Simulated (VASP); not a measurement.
# GW on InSe, part 3 of 3

Wanted: how far GW moves the Kohn-Sham levels of InSe. The cell has space group R3m. The start is a cell from a database of measured crystal structures.

VASP 6.6.1, plane waves and PAW; the level of theory is named at each step.

So far, quasiparticle gap on the mesh (eV): step 4 (G0W0, k-mesh 4×4×4) 1.32.

The database entry behind the starting cell differs from later determinations by our own check (c about 1.5 % long), so it need not match the best structure at ambient conditions.

### Step 7. G0W0, k-mesh 6×6×6

This step: G0W0 on r2SCAN; plane waves and PAW (In_d_GW, Se_GW) (VASP 6.6.1).

The mesh goes to 6×6×6.

INCAR

```
SYSTEM = InSe
PREC = Accurate
ENCUT = 300
ISMEAR = 0
SIGMA = 0.01
LREAL = .FALSE.
METAGGA = R2SCAN
LASPH = .TRUE.
NBANDS = 272
ALGO = EVGW0
NELMGW = 1
ENCUTGW = 100
NOMEGA = 48
PRECFOCK = Fast
NBANDSGW = 32
LWAVE = .FALSE.
LCHARG = .FALSE.
```

POSCAR

```
InSe
1.0
    2.0000000000      1.1547005384      8.4400000000
   -2.0000000000      1.1547005384      8.4400000000
    0.0000000000     -2.3094010768      8.4400000000
In Se
2 2
Direct
    0.0000000000      0.0000000000      0.0000000000
    0.1114000000      0.1114000000      0.1114000000
    0.6165000000      0.6165000000      0.6165000000
    0.8281000000      0.8281000000      0.8281000000
```

KPOINTS

```
Automatic mesh
0
Gamma
6 6 6
0 0 0
```

Potentials, in the order of the species: In_d_GW and Se_GW (PBE family, release 64).

On the command line:

```sh
mpirun -np 8 vasp_std
```

Output:

```text
[banner, memory and clock lines left out]
running    8 mpi-ranks, on    1 nodes
[...]
[... a notice as in an earlier step ...]

 [... a notice as in an earlier step ...]

 [... a notice as in an earlier step ...]

 LDA part: xc-table for (None), standard interpolation
 found WAVECAR, reading the header
 POSCAR, INCAR and KPOINTS ok, starting setup
[...]
reading WAVECAR
 the WAVECAR file was read successfully
 initial charge from wavefunction
 available memory per node:     30.60 GB, setting MAXMEM to     31332

 The Fermi energy was updated, please check that it is located mid-gap
 values below the HOMO (VB) or above the LUMO (CB) will cause erroneous energies
 E-fermi :   3.3365

 calculate exact exchange contribution
 the WAVEDER file was read successfully
energies w=
    0.000    0.000    0.374    0.000    0.747    0.000    1.117    0.000
    1.482    0.000    1.842    0.000    2.196    0.000    2.544    0.000
    2.885    0.000    3.220    0.000    3.548    0.000    3.872    0.000
[...]
total number of BLAS operations      71934.57 Gflops
NQ=  28    0.5000    0.3333    0.3333,
|.........|.........|.........|.........|.........|.........|.........|.........
 performed     131760000 updates of chi_q(r,r)
 total number of BLAS operations      74597.44 Gflops
NQ=  29   -0.3333    0.3333    0.3333,
|.........|.........|.........|.........|.........|.........|.........|.........
 performed     136325000 updates of chi_q(r,r)
 total number of BLAS operations      77085.75 Gflops
NQ=  30    0.5000    0.5000    0.3333,
|.........|.........|.........|.........|.........|.........|.........|.........
 performed     140890000 updates of chi_q(r,r)
 total number of BLAS operations      79670.30 Gflops
NQ=  31   -0.3333    0.5000    0.3333,
|.........|.........|.........|.........|.........|.........|.........|.........
 performed     145891000 updates of chi_q(r,r)
 total number of BLAS operations      82501.21 Gflops
NQ=  32    0.5000    0.5000    0.5000,
|.........|.........|.........|.........|.........|.........|.........|.........
 performed     148524000 updates of chi_q(r,r)
 total number of BLAS operations      84060.01 Gflops
 resolving degeneracies of screened two electron integrals

 calculate QP shifts <psi_nk| G(iteration)W_0 |psi_nk>: iteration 1
 entering main loop
```

It took 52 min on 8 MPI ranks of AMD EPYC 9R45, shared host; peak memory 5.2 GiB; 6.9 h of CPU time.

From OUTCAR (step 7):

```text
 QP shifts <psi_nk| G(iteration)W_0 |psi_nk>: iteration 1
 for sc-GW calculations column KS-energies equals QP-energies in previous step
 and V_xc(KS)=  KS-energies - (<T + V_ion + V_H > + <T+V_H+V_ion>^1  + <V_x>^1)
 k-point   1 :       0.0000    0.0000    0.0000
  band No.  KS-energies  QP-energies   sigma(KS)   V_xc(KS)     V^pw_x(r,r')   Z            occupation Imag(sigma)
    ...
     16       1.5433       1.2503     -13.0437     -12.6548     -14.7349       0.7533       2.0000       0.1027
     17       1.5433       1.2503     -13.0437     -12.6548     -14.7349       0.7533       2.0000       0.1027
     18       1.6356       1.3404     -13.0674     -12.6759     -14.7044       0.7541       2.0000       0.1027
     19       1.6356       1.3404     -13.0674     -12.6759     -14.7044       0.7541       2.0000       0.1027
     20       4.9475       5.2606     -10.7418     -11.1458      -7.3458       0.7751       0.0000      -0.0079
     21       5.4842       5.6254      -9.4460      -9.6241      -5.7260       0.7930       0.0000      -0.0196
     22       7.6539       7.9125      -9.3613      -9.6978      -5.1437       0.7685       0.0000      -0.0494
     23       7.6539       7.9125      -9.3613      -9.6978      -5.1437       0.7685       0.0000      -0.0494
    ...

[... 1 part as in an earlier step ...]

[... 2 further parts left out ...]
[key lines of the parts left out:]
E-fermi :   3.3365
```

Numbers from this step:

| Property | Result |
| --- | --- |
| quasiparticle gap on the mesh | 1.329 eV |
| smallest direct quasiparticle gap on the mesh | 1.329 eV |
| gap of the starting orbitals on the mesh | 0.8402 eV |

The gap is now 1.329 eV, +14 meV against the GW run before. Spin-orbit coupling is left out.

### Step 8. Summary

This step: GW series: G0W0 on r2SCAN; plane waves and PAW (VASP 6.6.1).

Derived from the runs above.

Cost is wall time times ranks on a shared host, with the step that makes the empty bands. GW runs:

```csv
level,bands,ENCUTGW (eV),NOMEGA,k mesh,starting gap (eV),quasiparticle gap (eV),direct gap (eV),cost (core minutes)
G0W0,272,100,48,4x4x4,0.8372,1.315,1.315,69.88
G0W0,272,100,48,6x6x6,0.8402,1.329,1.329,431.6
```

### Step 9. What came out

```yaml
g0w0_on_r2scan_272_bands_encutgw_100_ev_nomega_48_mesh_4x4x4: 0.837 → 1.315 eV
g0w0_on_r2scan_272_bands_encutgw_100_ev_nomega_48_mesh_6x6x6: 0.840 → 1.329 eV
```

G0W0 gives a quasiparticle gap of 1.329 eV on the mesh, 0.49 eV over the r2SCAN gap on the same mesh. On mesh and path the starting valence top lies at (0.5, 0.5, 0.5) and the conduction bottom at (0.5, 0.5, 0.5), so the starting gap is direct. Both points lie on the GW mesh. Every mesh holds the starting band edges. Bands and response cutoff weren't varied. In In_d_GW the d shell is in the valence without all the semicore s and p states of the same shell; those stay frozen in the core, and how far that moves the GW gap wasn't tested here. Spin-orbit coupling is left out; with In and Se in the cell it can split or shift band edges, by an amount that depends on which atoms form them and isn't tested here. The atoms weren't relaxed and carry forces of up to 0.24 eV/Å at r2SCAN in the first static run, so the numbers belong to the given coordinates, and a relaxation would change them. Not tabulated here, as repeats of values shown or as unfit to read for their mesh, reference level or band range: eps2 curves (empty bands); eps1 curves and static values (empty bands); gaps (empty bands).

[Lines on the potential files, build, host, timing and source positions are cut from VASP's logs without a mark.]

[Logs are printed without paths, hosts, clocks, repeated set-up lines and the standing remarks that a program may print on its own settings, such as how far it seeks lower states.]

[Hosts, paths, dates, database ids (printed as entryN), source tags and the programs' standing remarks are cut or masked in the printed files.]

[Pressures printed for these runs are not shown converged in the cutoff: they can be off by several GPa and have the wrong sign.]
